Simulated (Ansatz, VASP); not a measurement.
# HfB2 in two plane-wave programs, part 2 of 2

Aim: how closely do two programs agree when they are given the same cell, functional and k mesh? The cell is taken from a series of runs on this material, whose earlier steps may have relaxed, scaled, displaced or heated it; both programs get it as it stands.

VASP 6.6.1 and Ansatz 0.2.0.

So far: The structure; VASP: zone-centre phonons, LDA.

### Step 3. Ansatz: zone-centre phonons, LDA

Level of this step: Ansatz beside VASP: Kohn-Sham DFT, plane waves, LDA (Ansatz).

Ansatz runs on its PAW soft_1 files.

The same cell, functional (in two slightly different forms), mesh and smearing now go to Ansatz, which takes its cutoff from its data sets.

Input file input.yaml:

```yaml
crystal:
  lattice:
    - [3.023650751, 0.0, 0.0]
    - [-1.5118253755, 2.6185583625, 0.0]
    - [0.0, 0.0, 3.3158395164]
  atoms:
    - { symbol: B, position: [0.3333333333, 0.6666666667, 0.5] }
    - { symbol: B, position: [0.6666666667, 0.3333333333, 0.5] }
    - { symbol: Hf, position: [0.0, 0.0, 0.0] }
kpoints:
  mp_grid: { grid: [15, 15, 12] }
hamiltonian:
  xc: lda
  pseudopotentials: { kind: paw, azcp: { folder: soft_1 }, xc_functional: pbe }
scf:
  occupations: { method: methfessel_paxton, width: 0.2 }
output:
  eigenvalues: true
phonons:
  method: dfpt
```

The run is started by

```bash
$ ansatz run input.yaml --threads 4 --pin off --max-ram 10240MiB --backend cpu --events-out ev --progress --plain --runs-dir out
```

Numbers of over 12 decimals in the logs are rounded to 6 here.

What it wrote:

```text
zone centre: on kpoints.mp_grid the ground state, and the responses unless they are solved on pairs of k-points, stand on 448 of the mesh's 2700 k-points, reduced under 4 symmetry operations, with k and −k counted as one. Each operation leaves every solved displacement unchanged or reverses it
Engine: ansatz 0.2.0, x86_64-unknown-linux-gnu
Pseudopotentials: kind: paw
Pseudopotential: B, paw, valence charge 3, recommended cutoff 420 eV (normal), soft_1/B.paw.azcp
Pseudopotential: Hf, paw, valence charge 26, recommended cutoff 420 eV (normal), soft_1/Hf.paw.azcp
Functional definition: SPW92
  exchange = slater_x
  correlation = pw_c
Crystal: 3 atoms, lattice volume = 26.254 Å³
Basis set: ecut = 420 eV, 527 PW (Γ), exchange–correlation on 48×48×48 points (8 copies of the dense FFT grid, shifted against one another)
Bands: 20, of which v1, the nominal top of the filled ones, is band 16 counted from 1 (15 counted from 0)
Symmetry: 24 space group operations
k-points: 448 of 2700 (irreducible under 4 space group operations, time reversal used)
Non-local potential: B, projectors of the file, l = 0: 2, l = 1: 2, l = 2: 1
Non-local potential: Hf, projectors of the file, l = 0: 3, l = 1: 2, l = 2: 2, l = 3: 3
PAW form: soft (Blöchl's): semilocal exchange-correlation on the pseudo side does not see the compensation charge
PAW frozen core: B, regenerated for the run's functional, and the local potential with it (the file was generated under x = pbe(κ = 0.804, μ = 0.219515), c = pbe(β = 0.066725))
PAW frozen core: Hf, regenerated for the run's functional, and the local potential with it (the file was generated under x = pbe(κ = 0.804, μ = 0.219515), c = pbe(β = 0.066725))
PAW one-centre angular grid: B, 110 points (default); XC on 64 Gauss nodes
PAW one-centre angular grid: Hf, 590 points (default); XC on 64 Gauss nodes
Initial density: superposition of atomic densities (chi_scale 0.1, normalization cell, long waves kept (reshape's long-wave potential 0.00 eV rms))
Initial wavefunctions: pseudopotential atomic-orbital guess
Functional: x = slater, c = lda
SCF iter   1: F=—  HF=-15780.924885 eV  |F-HF|=—  |Δ(HF+E_count)|=         —  Δρ=7.74e-2  dr2=2.40e0  ethr=3.10e-3  ⟨swp⟩=4.9  Hψ=38577  notcnv=0
preconditioner: auto → none  [insulator: Δε(μ)=0.198 eV  Ē_g=16.961 eV  σ=0.200 eV  W_gap=0.59  n_scr=8 (ndim 8)  ℏωp=39.7 eV  f_vac=0.000  D(μ)=0.23/eV (n_scr^D=0)  ε∞_Penn≈6.5]
SCF iter   2: F=—  HF=-15780.259573 eV  |F-HF|=—  |Δ(HF+E_count)|=   6.65e-1  S|Δr|=    0.00e0  Δρ=2.75e-2  dr2=2.90e-1  ethr=3.10e-3  ⟨swp⟩=3.0  Hψ=21890  notcnv=0
SCF iter   3: F=—  HF=-15780.150198 eV  |F-HF|=—  |Δ(HF+E_count)|=   1.09e-1  S|Δr|=    0.00e0  Δρ=1.06e-2  dr2=1.43e-2  ethr=9.07e-4  ⟨swp⟩=2.0  Hψ=19642  notcnv=0
SCF iter   4: F=—  HF=-15780.151690 eV  |F-HF|=—  |Δ(HF+E_count)|=   1.49e-3  S|Δr|=    0.00e0  Δρ=3.62e-3  dr2=1.28e-3  ethr=4.47e-5  ⟨swp⟩=2.2  Hψ=18182  notcnv=0
SCF iter   5: F=—  HF=-15780.152756 eV  |F-HF|=—  |Δ(HF+E_count)|=   1.07e-3  S|Δr|=    0.00e0  Δρ=4.09e-4  dr2=2.94e-5  ethr=3.99e-6  ⟨swp⟩=2.1  Hψ=15982  notcnv=0
SCF iter   6: F=—  HF=-15780.152777 eV  |F-HF|=—  |Δ(HF+E_count)|=   2.08e-5  S|Δr|=    0.00e0  Δρ=1.66e-4  dr2=2.37e-6  ethr=9.18e-8  ⟨swp⟩=2.2  Hψ=16846  notcnv=0
SCF iter   7: F=—  HF=-15780.152775 eV  |F-HF|=—  |Δ(HF+E_count)|=   2.24e-6  S|Δr|=    0.00e0  Δρ=5.30e-5  dr2=4.42e-7  ethr=7.41e-9  ⟨swp⟩=2.2  Hψ=16456  notcnv=0
SCF iter   8: F=—  HF=-15780.152775 eV  |F-HF|=—  |Δ(HF+E_count)|=   1.60e-7  S|Δr|=    0.00e0  Δρ=1.08e-5  dr2=1.81e-8  ethr=1.38e-9  ⟨swp⟩=2.1  Hψ=15006  notcnv=0
SCF iter   9: F=—  HF=-15780.152775 eV  |F-HF|=—  |Δ(HF+E_count)|=   6.46e-9  S|Δr|=    0.00e0  Δρ=5.91e-7  dr2=8.22e-11  ethr=5.67e-11  ⟨swp⟩=2.2  Hψ=16335  notcnv=0
SCF iter  10: F=-15780.152775 eV  HF=-15780.152775 eV  |F-HF|=1.82e-12  |Δ(HF+E_count)|=  4.73e-11  S|Δr|=    0.00e0  Δρ=9.21e-8  dr2=1.01e-12  ethr=1.00e-12  ⟨swp⟩=7.5  Hψ=54824  notcnv=0
SCF 1 converged in 10 iterations: F = -15780.152775 eV  dr2 = 1.01e-12
  greatest PAW one-centre occupation: 0.998 electrons in one spin orbital (limit 2), on the Hf atom at site 2 (counted from 0), in its partial waves of l = 3
DFPT response loops at Γ: preconditioner auto → Kerker (q_TF=auto, 2.820 Å⁻¹) (partly filled bands, converged f_vac=0.000); β = 1.00, the filter's whole step (`scf.mixing.beta` (0.50) is not read by the response loops under this deck's `scf.mixing.preconditioner`; to damp them name `kerker` or `kerker_dos`, under which they read `scf.mixing.beta`, and type it under 1.00, their step now; both keys bind the ground state too); Broyden in place of MSR1
SCF converged after 10 iterations
Stability not checked: this state was not tested for a lower state beside it, because cold or Methfessel-Paxton smearing, or corrected tetrahedra, fill the levels in a way that the test cannot read (fill_not_monotonic; see scf.lower_state_search)
Free energy (F): -15780.152775 eV
Harris-Foulkes:  -15780.152775 eV  (|F-HF|=1.82e-12)
Internal energy: -15780.153118 eV  (E = F + TS)
E sigma→0 (E₀):  -15780.152860 eV
Entropy (-TS):   0.000343 eV (0.114 meV/atom)
Fermi energy:    21.388444 eV
--- Per-component energies (eV) ---
  E_band       = 162.704240
  E_kinetic    = 525.477184
  E_local      = -6196.848183  (includes V_loc(G=0)·N_el)
  E_nonlocal   = 91.272634
  E_hartree    = 3082.133108
  E_xc         = -336.803503
  E_vxc        = -341.328228  (∫ρ·V_xc dr)
  E_paw        = -7602.403019  (= ΣΔE_a)
  E_vpaw       = -80.135545  (= ΣTr[D̂ρ^β])
  E_aug_tail   = 0.000097  (compensation charges beyond the density's cutoff)
  E_ewald      = -5345.530192
  E_core_change = 2.548757  (= ΣΔE_core)
  E_smearing   = 0.000343  (= −TS)
  E_closure    = -0.000000  (closes the sum)
  Σ components = -15780.152775   (vs F -15780.152775, Δ=0.00e0)
--- Band table (eV; the first three rows and the last of 448) ---
  k-point 0: bands = [... 12 lower, 18.0556, 18.1075, 18.1075, 18.8994, 25.8982, 25.8982, 26.7126, 26.7126]
  k-point 1: bands = [... 12 lower, 17.3364, 18.1901, 18.1901, 19.5866, 24.9043, 24.9043, 26.4250, 26.4250]
  k-point 2: bands = [... 12 lower, 16.2715, 18.4344, 18.4344, 20.5823, 23.7457, 23.7457, 25.6775, 25.6775]
  k-point 447: bands = [... 12 lower, 13.7806, 16.0772, 16.8900, 18.2798, 26.0366, 27.3869, 27.6011, 28.7673]
--- Phonons (Γ-DFPT): 4 representative perturbations + reference, on 448 of 2700 k-points (Σ response iterations 12) ---
  k mesh reduced under 4 symmetry operations, with k and −k counted as one. Each operation leaves every solved displacement unchanged or reverses it
  ASR residual: 3.502e-5 → 0.000e0 eV/Å²; symmetrization residual: 7.657e-7 eV/Å²
  ASR residual per site (eV/Å²): 1.17e-5 1.17e-5 3.50e-5
  Γ frequencies (cm⁻¹): 0.00 0.00 0.00 511.97 511.97 561.48 631.84 927.91 927.91
  non-analytic LO–TO correction: not included (Born effective charges unavailable; polar crystals: no LO–TO splitting at Γ)
```

In the SCF lines HF is the Harris–Foulkes energy and dr2 the Hartree energy of the density residual, in eV; the loop may stop once dr2 is under the threshold and the program's other checks hold. Hψ counts applications of the Hamiltonian.

### Step 4. Differences

Known differences besides the potentials themselves: the two LDA forms differ slightly; the data sets hold 32 valence electrons in Ansatz (on its PAW soft_1 files) and 16 in VASP; the cutoff is 420 eV in Ansatz and 500 eV in VASP; VASP's log shows a relativistic correction to its local exchange, Ansatz's none. Total energies have different zeros and are not compared.

The two programs side by side:

```csv
quantity,Ansatz,VASP,difference
optical mode 1 to 2 (cm⁻¹),512.0,514.8,-0.55 %
optical mode 3 (cm⁻¹),561.5,564.5,-0.54 %
optical mode 4 (cm⁻¹),631.8,636.3,-0.70 %
optical mode 5 to 6 (cm⁻¹),927.9,931.8,-0.42 %
```

Modes are paired by rising frequency, not by their patterns, so a pair may set unlike modes beside each other; they are those without the splitting of longitudinal modes.

### Step 5. What came out

| Quantity | Value |
| --- | --- |
| r.m.s. difference of the optical zone-centre modes, each program's sorted by frequency (zone-centre phonons, LDA) | 3.6 cm⁻¹ |
| difference in optical mode 4 (zone-centre phonons, LDA) | -0.7 % |

What this shows: The r.m.s. difference of the optical zone-centre modes, each program's sorted by frequency is 3.6 cm⁻¹ (zone-centre phonons, LDA). The data sets hold unlike numbers of valence electrons (32 in Ansatz and 16 in VASP), so part of the differences comes from the potentials. Among the rows given in per cent, the largest difference of the zone-centre phonons, LDA pair is in optical mode 4, -0.7 %. How closely two codes agree says nothing of how well the functional describes the real material.

[Lines on the potential files, build, host, timing and source positions are cut from VASP's logs without a mark.]

[Logs are printed without paths, hosts, clocks, repeated set-up lines and the standing remarks that a program may print on its own settings, such as how far it seeks lower states.]

[Hosts, paths, dates, database ids (printed as entryN), source tags and the programs' standing remarks are cut or masked in the printed files.]
